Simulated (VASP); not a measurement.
# HPbNO4 (P1) in VASP: notebook

One crystal, HPbNO4, is run at these levels: PBE, r2SCAN-EpsX; tasks: dielectric tensor, density of states.

All numbers are computed with VASP 6.6.1; they aren't measurements. Logs are shortened: lines on timing, memory, paths and dates and some standing lists are left out, and cuts for length are marked.

### 1 The crystal as given

The typed cell holds 7 atoms: a = 4.275 Å, b = 5.609 Å, c = 5.670 Å, α = 100.02°, β = 111.92°, γ = 111.82°.

The cell was built by a generator and needn't be a form met in nature.

### 2 Dielectric tensor, PBE

Input file INCAR:

```
PREC = Accurate ; ENCUT = 520
EDIFF = 1E-8 ; ISMEAR = 0
SIGMA = 0.02 ; LREAL = F
LASPH = T ; NELM = 60
ALGO = Fast ; ISIF = 2
LWAVE = F ; LCHARG = F
GGA = PE ; LEPSILON = T
KPAR = 4
```

Input file KPOINTS:

```
regular mesh
0
Gamma
  8 6 6
```

Input file POSCAR:

```
HPbNO4
1.0
    4.2753100000     -0.0004000000      0.0063600000
   -2.0839900000      5.2077500000     -0.0490700000
   -2.1237700000     -1.8657400000      4.9149100000
H Pb N O
1 1 1 4
Direct
    0.9907300000      0.0333000000      0.9099400000
    0.5027400000      0.8198900000      0.1428700000
    0.0083800000      0.4740800000      0.5026500000
    0.9981600000      0.9274100000      0.0287700000
    0.1946700000      0.7343500000      0.6085200000
    0.8167300000      0.3588200000      0.2455600000
    0.0138100000      0.3312100000      0.6521700000
```

Potentials or basis: VASP PAW PBE potentials, release 64 (H, Pb_d, N, O).

The run is started by

```
$ cat potpaw_PBE.64/H/POTCAR potpaw_PBE.64/Pb_d/POTCAR potpaw_PBE.64/N/POTCAR potpaw_PBE.64/O/POTCAR > POTCAR
$ mpirun -np 4 vasp_std > vasp.out
```

OUTCAR:

```text
PREC = Accurate
   ENCUT = 520
   EDIFF = 1E-8
   ISMEAR = 0
   LREAL = F
   LASPH = T
   NELM = 60
   ISIF = 2
   GGA = PE
   LEPSILON = T

 ion  position               nearest neighbor table
   1  0.991  0.033  0.910-   4 0.97
   2  0.503  0.820  0.143-   4 2.34   4 2.34   6 2.66   5 2.68   7 2.89   7 3.02
   3  0.008  0.474  0.503-   7 1.26   5 1.27   6 1.27
   4  0.998  0.927  0.029-   1 0.97   2 2.34   2 2.34
   5  0.195  0.734  0.609-   3 1.27   2 2.68
   6  0.817  0.359  0.246-   3 1.27   2 2.66
   7  0.014  0.331  0.652-   3 1.26   2 2.89   2 3.02

  LATTYP: Found a triclinic cell.
 ALAT       =     8.3024666926
 B/A-ratio  =     0.5149451251
 C/A-ratio  =     0.7116445657
 COS(alpha) =     0.0126066529
 COS(beta)  =     0.3599949201
 COS(gamma) =     0.7788145159

  Lattice vectors:

 A1 = (  -6.4666300000,  -5.2069500000,   0.0363500000)
 A2 = (  -4.2753100000,   0.0004000000,  -0.0063600000)
 A3 = (  -0.0675500000,  -3.3416100000,  -4.8722000000)

Analysis of symmetry for initial positions (statically):
=====================================================================
 Subroutine PRICEL returns:
 Original cell was already a primitive cell.

 Routine SETGRP: Setting up the symmetry group for a
 triclinic supercell.

 Subroutine GETGRP returns: Found  1 space group operations
 (whereof  1 operations were pure point group operations)
 out of a pool of  2 trial point group operations.

The static configuration has the point symmetry C_1 .

Analysis of symmetry for dynamics (positions and initial velocities):
=====================================================================
 Subroutine PRICEL returns:
 Original cell was already a primitive cell.

 Routine SETGRP: Setting up the symmetry group for a
 triclinic supercell.

 Subroutine GETGRP returns: Found  1 space group operations
 (whereof  1 operations were pure point group operations)
 out of a pool of  2 trial point group operations.

The dynamic configuration has the point symmetry C_1 .

 Subroutine INISYM returns: Found  1 space group operations
 (whereof  1 operations are pure point group operations),
 and found     1 'primitive' translations

----------------------------------------------------------------------------------------

                                     Primitive cell

  volume of cell :     109.1287

  direct lattice vectors                    reciprocal lattice vectors
     4.275310000 -0.000400000  0.006360000     0.233706268  0.094813123  0.136978092
    -2.083990000  5.207750000 -0.049070000    -0.000090720  0.192674001  0.073101424
    -2.123770000 -1.865740000  4.914910000    -0.000303327  0.001800949  0.204015110

  length of vectors
     4.275314749  5.609463633  5.669896390     0.287003738  0.206075465  0.204023285

  position of ions in fractional coordinates (direct lattice)
     0.990730000  0.033300000  0.909940000
     0.502740000  0.819890000  0.142870000
     0.008380000  0.474080000  0.502650000
     0.998160000  0.927410000  0.028770000
     0.194670000  0.734350000  0.608520000
     0.816730000  0.358820000  0.245560000
     0.013810000  0.331210000  0.652170000

  ion indices of the primitive-cell ions
   primitive index   ion index
                 1           1
                 2           2
                 3           3
                 4           4
                 5           5
                 6           6
                 7           7

----------------------------------------------------------------------------------------

 KPOINTS: regular mesh

Automatic generation of k-mesh.
 Grid dimensions read from file:
 generate k-points for:    8    6    6

 Generating k-lattice:

  Cartesian coordinates                     Fractional coordinates (reciprocal lattice)
     0.029213283  0.011851640  0.017122262     0.125000000  0.000000000  0.000000000
    -0.000015120  0.032112333  0.012183571     0.000000000  0.166666667  0.000000000
    -0.000050554  0.000300158  0.034002518     0.000000000  0.000000000  0.166666667

  Length of vectors
     0.035875467  0.034345911  0.034003881

  Shift w.r.t. Gamma in fractional coordinates (k-lattice)
     0.000000000  0.000000000  0.000000000

 Subroutine IBZKPT returns following result:
 ===========================================

 Found    148 irreducible k-points:

 Following reciprocal coordinates:
            Coordinates               Weight
[... 55 lines left out ...]
   NUPDOWN=      -1.0000    fix difference up-down
   EMIN   =  10.00;   EMAX   =-10.00  energy-range for DOS
   EFERMI =   0.00;   METHOD = LEGACY
   ISMEAR =     0;   SIGMA  =   0.02  broadening in eV -4-tet -1-fermi 0-gaus
   EFERMI_NEDOS =   21; number of points for ismear=-14 and -15
   IALGO  =     68    algorithm
   IMIX   =      4    mixing-type and parameters
     AMIX     =   0.40;   BMIX     =  1.00
     AMIX_MAG =   1.60;   BMIX_MAG =  1.00
  volume/ion in A,a.u.               =      15.59       105.21
  Fermi-wavevector in a.u.,A,eV,Ry     =   1.209426  2.285484 19.901399  1.462712
  Thomas-Fermi vector in A             =   2.345004
   LORBIT       =      0    0 simple, 1 ext, 2 COOP (PROOUT), +10 PAW based schemes
   GGA     = PE    functional components
   LHFCALC =     F    Hartree Fock is set to
   AEXX    =    0.0000 exact exchange contribution
   IVDW    =     0    specifies the selected vdW correction
   LEPSILON=     T    determine dielectric tensor
   LRPA    =     F    only Hartree local field effects (RPA)
 non-spin polarized calculation
 RMM-DIIS sequential band-by-band and
 Gauss-broadening in eV      SIGMA  =   0.02
  energy-cutoff  :      520.00
  volume of cell :      109.13
 maximum number of plane-waves:      2959
   NGX = 15   NGY = 21   NGZ = 21

--------------------------------------- Ionic step        1  -------------------------------------------

 number of electron      44.0000003 magnetization

 E-fermi :   0.4919     XC(G=0):  -8.2531

 val. band max:        0.3584927047   @ k =   0.5000  -0.0000  -0.0000
 cond. band min:       3.1460565232   @ k =   0.3750   0.3333   0.3333
 fundamental gap:      2.7875638185
 Fermi energy:         0.4919374395

 k-point     1 :       0.0000    0.0000    0.0000
  band No.  band energies     occupation
      1     -25.7194      2.00000
      2     -20.2188      2.00000
      3     -20.1964      2.00000
      4     -17.3675      2.00000
      5     -14.9284      2.00000
      6     -14.9247      2.00000
[... 685 lines left out ...]
     25       5.4175      0.00000
     26       6.7059      0.00000

 [... further k-points ...]

  FORCE on cell =-STRESS in cart. coord.  units (eV):
  Direction    XX          YY          ZZ          XY          YZ          ZX
  --------------------------------------------------------------------------------------
  -------------------------------------------------------------------------------------
  Total       -0.1090909      0.6760005      0.6601148      0.0113928     -0.0770159      0.0207323
  in kB       -1.6016217      9.9247243      9.6914981      0.1672641     -1.1307119      0.3043823
  external PRESSURE =       6.0048669 kB  Pullay stress =       0.0000000 kB

 VOLUME and BASIS-vectors are now :
 -----------------------------------------------------------------------------
  energy-cutoff  :      520.00
  volume of cell :      109.13
      direct lattice vectors                 reciprocal lattice vectors
     4.275310000 -0.000400000  0.006360000     0.233706268  0.094813123  0.136978092
    -2.083990000  5.207750000 -0.049070000    -0.000090720  0.192674001  0.073101424
    -2.123770000 -1.865740000  4.914910000    -0.000303327  0.001800949  0.204015110

 POSITION                                       TOTAL-FORCE (eV/Angst)
 -----------------------------------------------------------------------------------
      2.23378     -1.52469      4.47694         0.000269      0.098057     -0.073239
      0.13730      4.00302      0.66516        -0.000090     -0.017789      0.014140
     -2.01966      1.53107      2.44727        -0.002023     -0.002994     -0.009056
      2.27363      4.77564      0.10224         0.000138     -0.079230      0.058338
     -1.99046      2.68889      2.95602         0.009488      0.350048      0.155733
      2.22248      1.41017      1.19449        -0.009604     -0.036607     -0.375293
     -2.01626      0.50807      3.18919         0.001822     -0.311485      0.229376
 -----------------------------------------------------------------------------------
    total drift:                                0.000066     -0.000023     -0.000080

  FREE ENERGIE OF THE ION-ELECTRON SYSTEM (eV)
  ---------------------------------------------------
  free  energy   TOTEN  =       -40.3494286894 eV

  energy  without entropy=      -40.3494286894  energy(sigma->0) =      -40.34942869

 HEAD OF MICROSCOPIC STATIC DIELECTRIC TENSOR (INDEPENDENT PARTICLE, excluding Hartree and local field effects)
 ------------------------------------------------------
           3.320525     0.012169     0.024622
           0.013164     3.702116     0.055134
           0.023616     0.055444     3.766058
 ------------------------------------------------------

 Free energy of the ion-electron system (eV)
  ---------------------------------------------------
  ---------------------------------------------------
  free energy    TOTEN  =        -0.69419222 eV

  energy without entropy =       -0.69419222

------------------------ aborting loop because EDIFF is reached ----------------------------------------

--------------------------------------- Ionic step        2  -------------------------------------------

------------------------ aborting loop because EDIFF is reached ----------------------------------------

--------------------------------------- Ionic step        3  -------------------------------------------

 Free energy of the ion-electron system (eV)
  ---------------------------------------------------
  ---------------------------------------------------
  free energy    TOTEN  =        -0.70034790 eV

  energy without entropy =       -0.70034790

------------------------ aborting loop because EDIFF is reached ----------------------------------------

 PIEZOELECTRIC TENSOR FIELD DIRECTION 3  (e Angst)
 -----------------------------------------------------------------------------
     0.64781 -0.01183  0.06724           (  0.04729 -0.00012  0.00198)
    -0.01184 -2.25513 -0.01783           ( -0.00012 -0.07793  0.03378)
     0.06723 -0.01782  3.61810           (  0.00198  0.03378  0.11300)

 PIEZOELECTRIC TENSOR FIELD DIRECTION 3  (C/m^2)
 -----------------------------------------------------------------------------
     0.09511 -0.00174  0.00987
    -0.00174 -0.33109 -0.00262
     0.00987 -0.00262  0.53119

 MACROSCOPIC STATIC DIELECTRIC TENSOR (including local field effects in DFT)
 ------------------------------------------------------
           3.106102     0.006674     0.017902
           0.007522     2.947471     0.172199
           0.017004     0.172353     3.124981
 ------------------------------------------------------

 PIEZOELECTRIC TENSOR (including local field effects)  for field in x, y, z        (e  Angst)
          XX          YY          ZZ          XY          YZ          ZX
  --------------------------------------------------------------------------------
  x    -0.01760    -0.07810     0.05710    -2.15692    -0.00698     1.61009
  y    -0.86343    -2.40803     0.61395    -0.08641    -1.68613    -0.01077
  z     0.64781    -2.25513     3.61810    -0.01184    -0.01782     0.06724

 PIEZOELECTRIC TENSOR (including local field effects)  for field in x, y, z        (C/m^2)
          XX          YY          ZZ          XY          YZ          ZX
  --------------------------------------------------------------------------------
  x    -0.00258    -0.01147     0.00838    -0.31667    -0.00102     0.23639
  y    -0.12676    -0.35354     0.09014    -0.01269    -0.24755    -0.00158
  z     0.09511    -0.33109     0.53119    -0.00174    -0.00262     0.00987

 BORN EFFECTIVE CHARGES (including local field effects) (in |e|, cummulative output)
 ---------------------------------------------------------------------------------
 ion    1
    1    -0.01052     0.00275    -0.00021
    2    -0.00055     0.40823     0.08515
    3    -0.00314     0.09141     0.46309
 ion    2
    1     3.91496    -0.00263     0.01465
    2    -0.00423     2.29608     0.36326
    3     0.01453     0.39265     2.62244
 ion    3
    1    -0.04666     0.04261     0.07352
    2     0.05263     2.31635     0.41483
    3     0.08168     0.29354     2.76271
 ion    4
    1    -2.78717    -0.00567    -0.00277
    2     0.00231    -0.96478    -0.07170
    3     0.00149    -0.07256    -1.01783
 ion    5
    1    -0.48549    -0.03163    -0.01825
    2    -0.04211    -1.55758    -0.51634
    3    -0.02334    -0.54248    -1.38899
 ion    6
    1    -0.45708     0.00338    -0.04251
    2     0.00017    -1.07046    -0.43163
    3    -0.05692    -0.39296    -1.97157
 ion    7
    1    -0.12805    -0.00881    -0.02443
    2    -0.00822    -1.42784     0.15643
    3    -0.01431     0.23039    -1.46984
```

It took 23 min on 4 MPI ranks of Intel Xeon Platinum 8259CL at 2.50GHz (Skylake/Cascade Lake), shared host; peak memory 1.3 GiB.

What came out:

| Quantity | Value |
| --- | --- |
| Band gap on the k mesh | 2.79 eV, indirect (least direct gap 3.13 eV) |
| Electronic dielectric tensor (diagonal) | 3.11, 2.95, 3.12 |
| Born charges (mean of the diagonal) | H +0.29; Pb +2.94; N +1.68; O -1.59, -1.14, -1.17, -1.01 e |

Levels at points of the mesh, in eV from the valence-band top:
```csv
k point,band 20,band 21,band 22,band 23,band 24,band 25
"(0.00, 0.00, 0.00)",-2.06,-0.98,-0.42,3.31,4.47,5.20
"(0.50, 0.00, 0.00)",-1.14,-0.72,0.00,3.16,4.24,5.43
"(0.00, 0.50, 0.00)",-1.51,-0.99,-0.83,3.16,4.06,4.83
"(0.50, 0.50, 0.00)",-0.82,-0.46,-0.31,2.88,5.26,5.31
"(0.00, 0.00, 0.50)",-1.52,-0.97,-0.84,3.17,3.96,4.96
"(0.50, 0.00, 0.50)",-0.80,-0.46,-0.32,2.87,5.28,5.29
"(0.00, 0.50, 0.50)",-1.65,-0.91,-0.66,3.08,3.56,5.37
"(0.50, 0.50, 0.50)",-1.13,-0.71,-0.03,3.15,4.24,5.45
```

Electronic dielectric tensor:
```
3.11 0.01 0.02
0.01 2.95 0.17
0.02 0.17 3.12
```

Born effective charge tensors (e):
atom 1, H
```
-0.01  0.00  0.00
 0.00  0.41  0.09
 0.00  0.09  0.46
```
atom 2, Pb
```
3.91 0.00 0.01
0.00 2.30 0.36
0.01 0.39 2.62
```
atom 3, N
```
-0.05  0.04  0.07
 0.05  2.32  0.41
 0.08  0.29  2.76
```
atom 4, O
```
-2.79 -0.01  0.00
 0.00 -0.96 -0.07
 0.00 -0.07 -1.02
```
atom 5, O
```
-0.49 -0.03 -0.02
-0.04 -1.56 -0.52
-0.02 -0.54 -1.39
```
atom 6, O
```
-0.46  0.00 -0.04
 0.00 -1.07 -0.43
-0.06 -0.39 -1.97
```
atom 7, O
```
-0.13 -0.01 -0.02
-0.01 -1.43  0.16
-0.01  0.23 -1.47
```

Caveat: spin-orbit coupling is left out, which as a rule narrows the gap of such compounds by several tenths of an eV.

### 3 Density of states, r2SCAN-EpsX

POSCAR is that of step 2.

Input file INCAR.step1:

```
SYSTEM = HPbNO4
ALGO = Normal
EDIFF = 1E-8
ENCUT = 520
GGA = PE
ISIF = 2
ISMEAR = -1
LASPH = .TRUE.
LCHARG = .FALSE.
LEPSILON = .TRUE.
LREAL = .FALSE.
LWAVE = .FALSE.
NELM = 80
PREC = Accurate
SIGMA = 0.05
```

Input file KPOINTS.step1:

```
Automatic mesh
0
G
  8 6 6
  0 0 0
```

Input file INCAR.step2:

```
SYSTEM = HPbNO4
ALGO = Normal
EDIFF = 1E-5
ENCUT = 520
GGA = PE
ISIF = 2
ISMEAR = -1
LASPH = .TRUE.
LCHARG = .FALSE.
LREAL = .FALSE.
LWAVE = .TRUE.
NELM = 80
PREC = Accurate
SIGMA = 0.05
```

Input file KPOINTS.step2:

```
k-points
0
G
  4 3 3
  0 0 0
```

Input file INCAR.step3:

```
SYSTEM = HPbNO4
AEXX = 0.3268
ALGO = Normal
EDIFF = 1E-6
ENCUT = 520
ISIF = 2
ISMEAR = -5
ISTART = 1
LASPH = .TRUE.
LCHARG = .FALSE.
LHFCALC = .TRUE.
LMIXTAU = .TRUE.
LORBIT = 10
LREAL = .FALSE.
LWAVE = .FALSE.
METAGGA = R2SCAN
NEDOS = 1001
NELM = 80
PREC = Accurate
PRECFOCK = Fast
SIGMA = 0.05
```

Input file KPOINTS.step3:

```
k-points
0
G
  4 3 3
  0 0 0
```

Potentials or basis: VASP PAW PBE potentials, release 64 (H, Pb_d, N, O).

The run is started by

```
$ cat potpaw_PBE.64/H/POTCAR potpaw_PBE.64/Pb_d/POTCAR potpaw_PBE.64/N/POTCAR potpaw_PBE.64/O/POTCAR > POTCAR
$ cp INCAR.step1 INCAR
$ cp KPOINTS.step1 KPOINTS
$ mpirun -np 8 vasp_std > vasp.out
$ cp INCAR.step2 INCAR
$ cp KPOINTS.step2 KPOINTS
$ mpirun -np 8 vasp_std > vasp.out
$ cp INCAR.step3 INCAR
$ cp KPOINTS.step3 KPOINTS
$ mpirun -np 8 vasp_std > vasp.out
```

Wall time 26 min (8 MPI ranks of Intel Xeon Platinum 8488C (Sapphire Rapids), shared host); peak memory 0.62 GiB.

The run converged. Its results:

* Free energy: -98.5794 eV
* Pressure: -5.7 GPa
* Largest force: 1.670 eV/Å
* Band gap on the k mesh: 5.80 eV, indirect (least direct gap 6.08 eV)
* Valence electrons inside the program's atomic spheres: H 0.75; Pb 11.71; N 3.79; O 5.14, 5.11

Forces in eV/Å, atoms in the order of the input:
```
H    0.000 -0.572  0.439
Pb   0.004  0.211 -0.147
N   -0.004  0.087 -0.075
O   -0.005  0.434 -0.345
O   -0.036 -1.540 -0.522
O    0.043  0.019  1.618
O   -0.003  1.361 -0.967
```

Stress tensor (GPa, compression positive):
```
-2.97 -0.07 -0.11
-0.07 -7.23  0.65
-0.11  0.65 -6.78
```

Levels at points of the mesh, in eV from the valence-band top:
```tsv
k point	band 19	band 20	band 21	band 22	band 23	band 24	band 25	band 26
(0.00, 0.00, 0.00)	-2.58	-2.53	-1.82	-1.13	6.42	7.32	8.12	8.95
(0.50, 0.00, 0.00)	-2.69	-1.87	-1.35	0.00	6.20	7.11	8.38	9.01
```

States per cell in windows of 1 eV (zero at the valence-band top; states under -8 eV left out):
```tsv
from (eV)	total	O4_p	O7_p	O5_p	O6_p	Pb2_s	Pb2_p
-8.0	1.64	0.27	0.05	0.04	0.04	0.69	0.00
-7.0	0.36	0.07	0.01	0.01	0.01	0.15	0.00
-6.0	1.21	0.53	0.03	0.03	0.02	0.04	0.04
-5.0	0.80	0.23	0.08	0.06	0.05	0.04	0.02
-4.0	3.62	0.30	0.57	0.71	0.74	0.07	0.08
-3.0	4.88	0.33	1.16	0.94	0.91	0.09	0.04
-2.0	4.35	1.19	0.51	0.61	0.61	0.16	0.05
-1.0	1.42	0.57	0.05	0.04	0.04	0.23	0.08
0.0	0.00	0.00	0.00	0.00	0.00	0.00	0.00
1.0	0.00	0.00	0.00	0.00	0.00	0.00	0.00
2.0	0.00	0.00	0.00	0.00	0.00	0.00	0.00
3.0	0.00	0.00	0.00	0.00	0.00	0.00	0.00
4.0	0.00	0.00	0.00	0.00	0.00	0.00	0.00
5.0	0.39	0.00	0.04	0.04	0.04	0.00	0.01
6.0	1.89	0.02	0.19	0.18	0.18	0.01	0.12
7.0	2.31	0.06	0.06	0.06	0.06	0.03	0.79
```

Caveat: the k mesh is coarse (spacing up to 0.45 Å⁻¹), so the values aren't converged, least of all with exact exchange; the PAW data sets were made with another functional, which shifts forces and pressure a little; spin-orbit coupling is left out, which as a rule narrows the gap of such compounds by several tenths of an eV; an odd mesh through Γ misses points on the zone boundary, where band edges often lie.
